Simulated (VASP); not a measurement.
# Settings for MoPt₂: self-consistent run

MoPt₂, P1 (no. 1), 24 atoms in the cell. PBEsol; PAW potentials Pt, Mo_sv (PBE set). VASP 6.6.1.

Wanted: energy within 0.5 meV/atom; forces within 0.003 eV/Å.

What the run is for: forces in a large cell; Accuracy asked: tight; Cell repeated: 2 × 2 × 2.

POSCAR:
```
MoPt2
1.0
   -2.7480000000      3.9150000000      8.2380000000
    2.7480000000     -3.9150000000      8.2380000000
    2.7480000000      3.9150000000     -8.2380000000
Pt Mo
16 8
Direct
    0.1730550000      0.1842080000      0.0065880000
    0.1813520000      0.1843800000      0.5091570000
    0.1793890000      0.6770820000     -0.0013000000
    0.1749530000      0.6677900000      0.4924660000
    0.6717450000      0.1832050000      0.0107170000
    0.6720910000      0.1734570000      0.4940400000
    0.6809350000      0.6839630000      0.0093770000
    0.6804260000      0.6739070000      0.5000180000
    0.3209160000      0.3234280000     -0.0016050000
    0.3211500000      0.3267560000      0.5054340000
    0.3249710000      0.8309750000      0.0039040000
    0.3248710000      0.8215840000      0.5050610000
    0.8295310000      0.3333560000      0.0134020000
    0.8152590000      0.3265810000      0.4976680000
    0.8229750000      0.8180760000     -0.0019780000
    0.8247100000      0.8163790000      0.4929280000
    0.0031210000     -0.0038520000      0.0017400000
    0.0004550000     -0.0010320000      0.4999740000
   -0.0043960000      0.4935320000     -0.0098760000
   -0.0013380000      0.5062990000      0.5047860000
    0.4967790000      0.0015470000     -0.0017620000
    0.5033580000     -0.0021200000      0.5028550000
    0.5012450000      0.4926080000     -0.0030750000
    0.4950370000      0.4981550000      0.4913300000
```

The series start from Plane-wave cutoff (eV): 280; Projection operators (LREAL): Auto, ROPT -0.00025; Precision mode (PREC): Normal; Electronic threshold (eV): 1e-5; Parallel layout: defaults; Program: vasp_std; Data layout and linear algebra: defaults. Each series keeps the choices made before it, and each single choice may use up half of a tolerance.

## Plane-wave cutoff (eV)

| Plane-wave cutoff (eV) | Energy less reference (meV/atom) | Forces, largest deviation (eV/Å) | SCF iterations | Time (s) |
|---|---|---|---|---|
| 220 | 36.95 | 0.0727 | 22 | 32 |
| 240 | 5.39 | 0.0258 | 22 | 31 |
| 280 | -10.32 | 0.0168 | 22 | 44 |
| 320 | -2.59 | 0.0131 | 22 | 31 |
| 390 (reference) | 0.00 | 0.0000 | 22 | 42 |

Chosen: 390; the next looser run is off by more than half of the tolerance, so convergence isn't shown beyond this value.

## Projection operators (LREAL)

| Projection operators (LREAL) | Energy less reference (meV/atom) | Forces, largest deviation (eV/Å) | SCF iterations | Time (s) |
|---|---|---|---|---|
| Auto, ROPT -0.005 | -6.80 | 0.0428 | 22 | 46 |
| Auto, ROPT -0.002 | -3.00 | 0.0277 | 22 | 49 |
| Auto, ROPT -0.001 | -3.05 | 0.0279 | 22 | 52 |
| Auto, ROPT -0.0005 | -0.39 | 0.0116 | 22 | 41 |
| Auto, ROPT -0.00025 | -0.20 | 0.0053 | 22 | 42 |
| Auto, ROPT -0.0001 | -0.36 | 0.0008 | 22 | 46 |
| False (reference) | 0.00 | 0.0000 | 22 | 32 |

Chosen: False; the one before it in the list is off by more than half of the tolerance.

## Precision mode (PREC)

| Precision mode (PREC) | Energy less reference (meV/atom) | Forces, largest deviation (eV/Å) | SCF iterations | Time (s) |
|---|---|---|---|---|
| SingleN | -0.47 | 0.0095 | 22 | 39 |
| Normal | 0.00 | 0.0003 | 22 | 32 |
| Accurate (reference) | 0.00 | 0.0000 | 22 | 66 |

Chosen: Normal, the loosest value from which every tighter one stays within half of the tolerance.

## Electronic threshold (eV)

| Electronic threshold (eV) | Energy less reference (meV/atom) | Forces, largest deviation (eV/Å) | SCF iterations | Time (s) |
|---|---|---|---|---|
| 0.001 | -0.02 | 0.0106 | 17 | 32 |
| 0.0001 | 0.00 | 0.0036 | 19 | 30 |
| 1e-5 | 0.00 | 0.0014 | 22 | 32 |
| 1e-6 | 0.00 | 0.0005 | 24 | 32 |
| 1e-7 (reference) | 0.00 | 0.0000 | 25 | 40 |

Chosen: 1e-5.

## Parallel layout

| Parallel layout | Energy less reference (meV/atom) | Forces, largest deviation (eV/Å) | SCF iterations | Time (s) |
|---|---|---|---|---|
| defaults | 0.00 | 0.0000 | 22 | 32 |
| NCORE=2 | 0.00 | 0.0003 | 22 | 30 |
| NCORE=4 | 0.00 | 0.0003 | 22 | 27 |
| NCORE=8 | 0.00 | 0.0003 | 22 | 30 |
| NPAR=2 | 0.00 | 0.0003 | 22 | 28 |

Chosen: defaults; no other choice that stays within half of the tolerance saves 30 % of the time.

## Program

| Program | Energy less reference (meV/atom) | Forces, largest deviation (eV/Å) | SCF iterations | Time (s) |
|---|---|---|---|---|
| vasp_std | 0.00 | 0.0000 | 22 | 32 |
| vasp_gam | 0.00 | 0.0000 | 22 | 29 |

Chosen: vasp_std.

## Data layout and linear algebra

| Data layout and linear algebra | Energy less reference (meV/atom) | Forces, largest deviation (eV/Å) | SCF iterations | Time (s) |
|---|---|---|---|---|
| defaults | 0.00 | 0.0000 | 22 | 32 |
| LPLANE=False | 0.00 | 0.0000 | 22 | 29 |
| LSCALAPACK=False | 0.00 | 0.0000 | 22 | 32 |
| LSCALU=True | 0.00 | 0.0000 | 22 | 33 |

Chosen: defaults.

## All choices together

| Input | Energy less reference (meV/atom) | Forces, largest deviation (eV/Å) | Time (s) |
|---|---|---|---|
| the program's defaults (naive) | 5.82 | 0.1165 | 17 |
| chosen settings | 0.00 | 0.0014 | 32 |
| reference settings throughout | 0.00 | 0.0000 | 62 |

The chosen settings stay within the tolerance of the reference run, but the reference itself isn't shown to be converged in: Plane-wave cutoff (eV).

## The input

INCAR:
```
SYSTEM = MoPt2
GGA = PS ; ISMEAR = 1
SIGMA = 0.1 ; LWAVE = .False.
LCHARG = .False. ; ISIF = 2
ISYM = 0 ; PREC = Normal
LASPH = .True. ; LREAL = .False.
ALGO = Normal ; EDIFF = 1E-5
NELM = 120 ; GGA_COMPAT = .False.
ENCUT = 390
```

KPOINTS:
```
k-points
0
Gamma
  1 1 1
```

Commands:
```
cat potpaw_PBE.64/Pt/POTCAR potpaw_PBE.64/Mo_sv/POTCAR > POTCAR
mpirun -np 8 vasp_std > vasp.out
```

Limits: Only the k mesh 1 × 1 × 1 was run, so its error is untested.

The chosen input took VASP 6.6.1 32 s on 8 cores (AMD EPYC 7R43 (Zen 3)), a shared host.

## An input that fails: Gamma-only program on a mesh of k points

VASP's message: You are using the Gamma-point-only version with more than one k-point or some other non-Gamma k-point.

k mesh: 1 × 1 × 1 becomes 2 × 2 × 2.

Changes against the starting input:
```
- NELM = 120
+ NELM = 69
- vasp_std
+ vasp_gam
(KPOINTS)
-k-points
+Automatic mesh
-  1 1 1
+  2 2 2
+  0 0 0
```
